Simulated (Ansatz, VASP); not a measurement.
# Cross-check of Zn3SbN3 between VASP and Ansatz

One calculation is typed for both programs; each brings its own data sets. How far apart do they land? The cell is taken from a series of runs on this material, whose earlier steps may have relaxed, scaled, displaced or heated it; both programs get it as it stands.

Method: plane waves, with VASP 6.6.1 beside it; G0W0 gap at PBE, DFT+U, in Ansatz 0.2.0.

## Step 1: The starting structure

Symmetry: Cm, No. 8, monoclinic system. The conventional cell has a = 6.788 Å, b = 6.566 Å, c = 5.577 Å, α = 90.00°, β = 125.21°, γ = 90.00°. Nearest to Zn lie 3 N at 1.95 to 1.96 Å. Zn has 3 N at 1.97 to 2.00 Å nearest. Nearest to Sb lie 3 N at 2.04 to 2.06 Å. Nearest to N lie 3 Zn at 1.96 to 2.00 Å and 1 Sb at 2.06 Å. Nearest to N lie 3 Zn at 1.95 to 1.97 Å and 1 Sb at 2.04 Å. Farther neighbours and most contacts between anions are not listed.

## Step 2: VASP: G0W0 gap, PBE, DFT+U

Quasiparticle shifts depend on high empty states and on the cores, so they are the hardest test of two PAW sets.

Lines of VASP's logs that name or quote its potential files are left out, and so is its time.

The run reads the wave functions of an earlier VASP run, which isn't shown here.

File INCAR:

```
SYSTEM = Zn3SbN3
PREC = Accurate
ENCUT = 450
ISMEAR = 0
SIGMA = 0.01
LREAL = .FALSE.
GGA = PE
NBANDS = 480
LASPH = .TRUE.
ALGO = EVGW0
NELMGW = 1
ENCUTGW = 150
NOMEGA = 64
PRECFOCK = Fast
NBANDSGW = 64
LWAVE = .FALSE.
LCHARG = .FALSE.
```

File POSCAR:

```
Zn3SbN3
1.0
    3.3938895471     -3.2832481150      0.0000000000
    3.3938895471      3.2832481150      0.0000000000
   -3.2155964401      0.0000000000      4.5561292986
Zn Sb N
3 1 3
Direct
    0.6426581100      0.6426581100      0.1180844700
    0.7560140300      0.3148604100      0.5198258500
    0.3148604100      0.7560140300      0.5198258500
    0.0605088600      0.0605088600      0.0024146300
    0.4110352600      0.9420613400      0.2998833600
    0.9420613400      0.4110352600      0.2998833600
    0.6987220000      0.6987220000      0.8121904900
```

File KPOINTS:

```
Automatic mesh
0
Gamma
4 4 4
0 0 0
```

Potentials, in the order of the species: Zn_sv_GW, Sb_d_GW and N_GW (PBE family, release 64).

On the command line:

```sh
> mpirun -np 16 vasp_std
```

Numbers of over 12 decimals in the logs are rounded to 6 here.

Output:

```text
[banner, memory and clock lines left out]
running   16 mpi-ranks, on    1 nodes
 distrk:  each k-point on   16 cores,    1 groups
 distr:  one band on    1 cores,   16 groups

 POSCAR found type information on POSCAR ZnSbN
 POSCAR found :  3 types and       7 ions
|                                                                             |
|           W    W    AA    RRRRR   N    N  II  N    N   GGGG   !!!           |
|           W    W   A  A   R    R  NN   N  II  NN   N  G    G  !!!           |
|           W    W  A    A  R    R  N N  N  II  N N  N  G       !!!           |
|           W WW W  AAAAAA  RRRRR   N  N N  II  N  N N  G  GGG   !            |
|           WW  WW  A    A  R   R   N   NN  II  N   NN  G    G                |
|           W    W  A    A  R    R  N    N  II  N    N   GGGG   !!!           |
|                                                                             |
|     For optimal performance we recommend to set                             |
|       NCORE = 2 up to number-of-cores-per-socket                            |
|     NCORE specifies how many cores store one orbital (NPAR=cpu/NCORE).      |
|     This setting can greatly improve the performance of VASP for DFT.       |
|     The default, NCORE=1 might be grossly inefficient on modern             |
|     multi-core architectures or massively parallel machines. Do your        |
|     Unfortunately you need to use the default for GW and RPA                |
|     calculations (for HF NCORE is supported but not extensively tested      |
|     yet).                                                                   |
|                                                                             |

|                                                                             |
|           W    W    AA    RRRRR   N    N  II  N    N   GGGG   !!!           |
|           W    W   A  A   R    R  NN   N  II  NN   N  G    G  !!!           |
|           W    W  A    A  R    R  N N  N  II  N N  N  G       !!!           |
|           W WW W  AAAAAA  RRRRR   N  N N  II  N  N N  G  GGG   !            |
|           WW  WW  A    A  R   R   N   NN  II  N   NN  G    G                |
|           W    W  A    A  R    R  N    N  II  N    N   GGGG   !!!           |
|                                                                             |
|     The default for ENCUTGWSOFT is different in this version of VASP.       |
|     please manually set ENCUTGWSOFT =150 in the INCAR file.                 |
|                                                                             |

 LDA part: xc-table for (Slater+PW92), standard interpolation
 found WAVECAR, reading the header
 POSCAR, INCAR and KPOINTS ok, starting setup
 FFT: planning ... GRIDC
 FFT: planning ... GRID_SOFT
 FFT: planning ... GRID
 reading WAVECAR
 the WAVECAR file was read successfully
 initial charge from wavefunction
 available memory per node:     16.06 GB, setting MAXMEM to     16445

 The Fermi energy was updated, please check that it is located mid-gap
 values below the HOMO (VB) or above the LUMO (CB) will cause erroneous energies
 E-fermi :   4.8670

 calculate exact exchange contribution
 the WAVEDER file was read successfully
|                                                                             |
|           W    W    AA    RRRRR   N    N  II  N    N   GGGG   !!!           |
|           W    W   A  A   R    R  NN   N  II  NN   N  G    G  !!!           |
|           W    W  A    A  R    R  N N  N  II  N N  N  G       !!!           |
|           W WW W  AAAAAA  RRRRR   N  N N  II  N  N N  G  GGG   !            |
|           WW  WW  A    A  R   R   N   NN  II  N   NN  G    G                |
|           W    W  A    A  R    R  N    N  II  N    N   GGGG   !!!           |
|                                                                             |
|     Automatic setting of frequency mesh for GW failed. Frequency mesh       |
|     properly not suitable for determining QP energies. Consider             |
|     increasing number of kpoints.                                           |
|                                                                             |

energies w=
    0.000    0.000    1.340    0.000    2.678    0.000    4.010    0.000
    5.333    0.000    6.646    0.000    7.946    0.000    9.232    0.000
   10.502    0.000   11.756    0.000   12.994    0.000   14.214    0.000
   15.418    0.000   16.607    0.000   17.780    0.000   18.940    0.000
   20.087    0.000   21.224    0.000   22.351    0.000   23.471    0.000
   24.586    0.000   25.698    0.000   26.809    0.000   27.921    0.000
   29.038    0.000   30.161    0.000   31.294    0.000   32.439    0.000
   33.600    0.000   34.780    0.000   35.982    0.000   37.211    0.000
   38.471    0.000   39.767    0.000   41.104    0.000   42.488    0.000
   43.925    0.000   45.422    0.000   46.989    0.000   48.633    0.000
   50.366    0.000   52.201    0.000   54.151    0.000   56.233    0.000
   58.466    0.000   60.874    0.000   63.484    0.000   66.329    0.000
   69.448    0.000   72.891    0.000   76.718    0.000   81.003    0.000
   85.843    0.000   91.359    0.000   97.711    0.000  105.110    0.000
  113.846    0.000  124.318    0.000  137.102    0.000  153.057    0.000
  173.513    0.000  200.664    0.000  238.391    0.000  294.272    0.000
 responsefunction array rank=     448
 LDA part: xc-table for (Slater+PW92), standard interpolation

 min. memory requirement per mpi rank    638.3 MB, per node  10213.6 MB

 allocating   4 responsefunctions rank=   448
 shmem allocating  64 responsefunctions rank=   448
 response function shared by NCSHMEM nodes    1
 Doing            4  frequencies on each core in blocks of           64
NQ=   1    0.0000    0.0000    0.0000,
|.........|.........|.........|.........|.........|.........|.........|.........
 performed       3980000 updates of chi_q(r,r)
 total number of BLAS operations       5805.59 Gflops
NQ=   2    0.2500    0.0000   -0.0000,
|.........|.........|.........|.........|.........|.........|.........|.........
 performed      10417000 updates of chi_q(r,r)
 total number of BLAS operations      15195.91 Gflops
NQ=   3    0.5000    0.0000   -0.0000,
|.........|.........|.........|.........|.........|.........|.........|.........
 performed      15257000 updates of chi_q(r,r)
 total number of BLAS operations      22489.54 Gflops
NQ=   4    0.2500    0.2500   -0.0000,
|.........|.........|.........|.........|.........|.........|.........|.........
 performed      20220000 updates of chi_q(r,r)
 total number of BLAS operations      29797.00 Gflops
NQ=   5    0.5000    0.2500   -0.0000,
|.........|.........|.........|.........|.........|.........|.........|.........
 performed      26657000 updates of chi_q(r,r)
 total number of BLAS operations      39055.83 Gflops
NQ=   6   -0.2500    0.2500    0.0000,
|.........|.........|.........|.........|.........|.........|.........|.........
 performed      31865000 updates of chi_q(r,r)
 total number of BLAS operations      46512.11 Gflops
NQ=   7    0.5000    0.5000   -0.0000,
|.........|.........|.........|.........|.........|.........|.........|.........
 performed      35845000 updates of chi_q(r,r)
 total number of BLAS operations      52344.92 Gflops
NQ=   8    0.0000    0.0000    0.2500,
|.........|.........|.........|.........|.........|.........|.........|.........
 performed      40808000 updates of chi_q(r,r)
 total number of BLAS operations      59789.28 Gflops
NQ=   9    0.2500    0.0000    0.2500,
|.........|.........|.........|.........|.........|.........|.........|.........
 performed      47245000 updates of chi_q(r,r)
 total number of BLAS operations      69048.12 Gflops
NQ=  10    0.5000    0.0000    0.2500,
|.........|.........|.........|.........|.........|.........|.........|.........
 performed      53682000 updates of chi_q(r,r)
 total number of BLAS operations      78263.34 Gflops
NQ=  11   -0.2500    0.0000    0.2500,
|.........|.........|.........|.........|.........|.........|.........|.........
 performed      60119000 updates of chi_q(r,r)
 total number of BLAS operations      87565.90 Gflops
NQ=  12    0.2500    0.2500    0.2500,
|.........|.........|.........|.........|.........|.........|.........|.........
 performed      65082000 updates of chi_q(r,r)
 total number of BLAS operations      94603.36 Gflops
NQ=  13    0.5000    0.2500    0.2500,
|.........|.........|.........|.........|.........|.........|.........|.........
 performed      71519000 updates of chi_q(r,r)
 total number of BLAS operations     103645.12 Gflops
NQ=  14   -0.2500    0.2500    0.2500,
|.........|.........|.........|.........|.........|.........|.........|.........
 performed      77956000 updates of chi_q(r,r)
 total number of BLAS operations     112816.81 Gflops
NQ=  15    0.5000    0.5000    0.2500,
|.........|.........|.........|.........|.........|.........|.........|.........
 performed      82919000 updates of chi_q(r,r)
 total number of BLAS operations     119887.74 Gflops
NQ=  16   -0.2500    0.5000    0.2500,
|.........|.........|.........|.........|.........|.........|.........|.........
 performed      89356000 updates of chi_q(r,r)
 total number of BLAS operations     129102.96 Gflops
NQ=  17   -0.2500   -0.2500    0.2500,
|.........|.........|.........|.........|.........|.........|.........|.........
 performed      94319000 updates of chi_q(r,r)
 total number of BLAS operations     136140.42 Gflops
NQ=  18    0.0000    0.0000    0.5000,
|.........|.........|.........|.........|.........|.........|.........|.........
 performed      98299000 updates of chi_q(r,r)
 total number of BLAS operations     141918.85 Gflops
NQ=  19    0.2500    0.0000    0.5000,
|.........|.........|.........|.........|.........|.........|.........|.........
 performed     104736000 updates of chi_q(r,r)
 total number of BLAS operations     150874.49 Gflops
NQ=  20    0.5000    0.0000    0.5000,
|.........|.........|.........|.........|.........|.........|.........|.........
 performed     109576000 updates of chi_q(r,r)
 total number of BLAS operations     157835.88 Gflops
NQ=  21    0.2500    0.2500    0.5000,
|.........|.........|.........|.........|.........|.........|.........|.........
 performed     114539000 updates of chi_q(r,r)
 total number of BLAS operations     164839.95 Gflops
NQ=  22    0.5000    0.2500    0.5000,
|.........|.........|.........|.........|.........|.........|.........|.........
 performed     120976000 updates of chi_q(r,r)
 total number of BLAS operations     174186.34 Gflops
NQ=  23   -0.2500    0.2500    0.5000,
|.........|.........|.........|.........|.........|.........|.........|.........
 performed     126184000 updates of chi_q(r,r)
 total number of BLAS operations     181607.40 Gflops
NQ=  24    0.5000    0.5000    0.5000,
|.........|.........|.........|.........|.........|.........|.........|.........
 performed     130164000 updates of chi_q(r,r)
 total number of BLAS operations     187331.70 Gflops
 resolving degeneracies of screened two electron integrals

 calculate QP shifts <psi_nk| G(iteration)W_0 |psi_nk>: iteration 1
 entering main loop
```

OUTCAR, selected parts (step 2):

```text
ion  position               nearest neighbor table
   1  0.643  0.643  0.118-   7 1.95   6 1.96   5 1.96
   2  0.756  0.315  0.520-   6 1.97   7 1.97   5 2.00
   3  0.315  0.756  0.520-   5 1.97   7 1.97   6 2.00
   4  0.061  0.061  0.002-   7 2.04   6 2.06   5 2.06
   5  0.411  0.942  0.300-   1 1.96   3 1.97   2 2.00   4 2.06
   6  0.942  0.411  0.300-   1 1.96   2 1.97   3 2.00   4 2.06
   7  0.699  0.699  0.812-   1 1.95   2 1.97   3 1.97   4 2.04

  LATTYP: Found a base centered monoclinic cell.
 ALAT       =     6.7877790942
 B/A-ratio  =     0.9673998135
 C/A-ratio  =     0.8215635177
 COS(beta)  =    -0.5766239722

 Subroutine GETGRP returns: Found  2 space group operations
 (whereof  2 operations were pure point group operations)

The static configuration has the point symmetry C_1h.

 Found     24 irreducible k-points:

   k-points           NKPTS =     24   k-points in BZ     NKDIM =     64   number of bands    NBANDS=    480

   dimension x,y,z NGX =    36 NGY =   36 NGZ =   40
   dimension x,y,z NGXF=    72 NGYF=   72 NGZF=   80

   ENCUT  =  450.0 eV  33.07 Ry    5.75 a.u.   8.17  8.17  9.65*2*pi/ulx,y,z

   NELECT =      90.0000    total number of electrons

  energy-cutoff  :      450.00
  volume of cell :      101.54
      direct lattice vectors                 reciprocal lattice vectors
     3.393889547 -3.283248115  0.000000000     0.147323592 -0.152288217  0.103977124
     3.393889547  3.283248115  0.000000000     0.147323592  0.152288217  0.103977124
    -3.215596440  0.000000000  4.556129299     0.000000000  0.000000000  0.219484552

 k-points in reciprocal lattice and weights: Automatic mesh
   0.00000000  0.00000000  0.00000000       0.016
   0.25000000  0.00000000 -0.00000000       0.062
   0.50000000  0.00000000 -0.00000000       0.031
   0.25000000  0.25000000 -0.00000000       0.031
   0.50000000  0.25000000 -0.00000000       0.062
  -0.25000000  0.25000000  0.00000000       0.031
   0.50000000  0.50000000 -0.00000000       0.016
   0.00000000  0.00000000  0.25000000       0.031
   0.25000000  0.00000000  0.25000000       0.062
[...]
-0.25000000  0.25000000  0.50000000       0.031
   0.50000000  0.50000000  0.50000000       0.016

 E-fermi :   4.8670

 QP shifts <psi_nk| G(iteration)W_0 |psi_nk>: iteration 1
 for sc-GW calculations column KS-energies equals QP-energies in previous step
 and V_xc(KS)=  KS-energies - (<T + V_ion + V_H > + <T+V_H+V_ion>^1  + <V_x>^1)
 k-point   1 :       0.0000    0.0000    0.0000
  band No.  KS-energies  QP-energies   sigma(KS)   V_xc(KS)     V^pw_x(r,r')   Z            occupation Imag(sigma)
    ...
     42       1.5694       0.7093     -16.8777     -15.7551     -20.1565       0.7662       2.0000       0.6453
     43       2.8716       2.1163     -17.5526     -16.5762     -20.3326       0.7736       2.0000       0.4810
     44       3.2071       2.5018     -19.1149     -18.1940     -22.2530       0.7660       2.0000       0.4960
     45       3.5292       2.8547     -19.1546     -18.2789     -22.1349       0.7702       2.0000       0.4558
     46       6.4789       6.9052     -12.0814     -12.6088      -8.7184       0.8083       0.0000      -0.3531
     47       7.4075       7.9497     -13.9911     -14.6717     -10.8192       0.7966       0.0000      -0.3644
     48       8.2154       8.8838     -12.6430     -13.4844      -8.7830       0.7944       0.0000      -0.4690
     49       8.6170       9.1693     -11.6386     -12.3248      -7.7543       0.8048       0.0000      -0.4658
    ...

 k-point   2 :       0.2500    0.0000   -0.0000
  band No.  KS-energies  QP-energies   sigma(KS)   V_xc(KS)     V^pw_x(r,r')   Z            occupation Imag(sigma)
    ...
     42       1.9261       1.1185     -17.6580     -16.6060     -20.7985       0.7677       2.0000       0.5786
     43       2.6452       1.8639     -18.9567     -17.9397     -22.1946       0.7682       2.0000       0.5288
     44       3.1005       2.3782     -19.2378     -18.2946     -22.4605       0.7657       2.0000       0.5102
     45       3.8763       3.2490     -18.2116     -17.4007     -20.7283       0.7736       2.0000       0.4092
     46       6.5663       7.0132     -12.5106     -13.0682      -9.2970       0.8014       0.0000      -0.3452
     47       7.3815       7.8978     -12.2339     -12.8781      -8.6953       0.8014       0.0000      -0.3938
     48       7.8254       8.3670     -12.1777     -12.8524      -8.5024       0.8028       0.0000      -0.4259
     49       8.6161       9.2551     -12.3653     -13.1618      -8.4113       0.8022       0.0000      -0.4651
    ...

 k-point   3 :       0.5000    0.0000   -0.0000
  band No.  KS-energies  QP-energies   sigma(KS)   V_xc(KS)     V^pw_x(r,r')   Z            occupation Imag(sigma)
    ...
     42       1.9376       1.0889     -19.3575     -18.2516     -22.9260       0.7674       2.0000       0.5845
     43       2.7877       2.0366     -18.8264     -17.8431     -22.1138       0.7638       2.0000       0.5421
     44       2.8447       2.0949     -17.5703     -16.5998     -20.2470       0.7726       2.0000       0.4782
     45       4.0616       3.4487     -19.0259     -18.2307     -21.7001       0.7709       2.0000       0.4185
     46       6.2813       6.7144     -12.1118     -12.6525      -8.9163       0.8010       0.0000      -0.3366
     47       7.4316       7.9150     -11.3858     -11.9854      -7.7054       0.8062       0.0000      -0.4039
     48       7.8724       8.4704     -12.5320     -13.2827      -8.8398       0.7965       0.0000      -0.4424
     49       9.8461      10.6474     -12.7789     -13.7846      -8.3808       0.7968       0.0000      -0.5302
    ...

 k-point   4 :       0.2500    0.2500   -0.0000
  band No.  KS-energies  QP-energies   sigma(KS)   V_xc(KS)     V^pw_x(r,r')   Z            occupation Imag(sigma)
    ...
     42       2.1880       1.3457     -17.3528     -16.2677     -20.1652       0.7763       2.0000       0.5226
     43       2.6455       1.9402     -18.6829     -17.7586     -21.8484       0.7630       2.0000       0.5341
     44       3.4335       2.7758     -19.4196     -18.5570     -22.5883       0.7624       2.0000       0.4974
     45       3.4785       2.7858     -17.0297     -16.1395     -19.3681       0.7782       2.0000       0.4147
     46       6.6264       7.1097     -12.3941     -12.9971      -9.0888       0.8015       0.0000      -0.3547
     47       7.2364       7.7320     -12.4026     -13.0204      -8.9339       0.8022       0.0000      -0.3803
     48       7.5298       8.1202     -12.5948     -13.3367      -8.9794       0.7959       0.0000      -0.4176
     49       9.3029       9.9707     -12.0962     -12.9264      -7.8895       0.8043       0.0000      -0.5044
    ...

[... 4 further parts left out ...]
```

(Continued in part 2 of 2.)

[Lines on the potential files, build, host, timing and source positions are cut from VASP's logs without a mark.]

[Logs are printed without paths, hosts, clocks, repeated set-up lines and the standing remarks that a program may print on its own settings, such as how far it seeks lower states.]

[Hosts, paths, dates, database ids (printed as entryN), source tags and the programs' standing remarks are cut or masked in the printed files.]
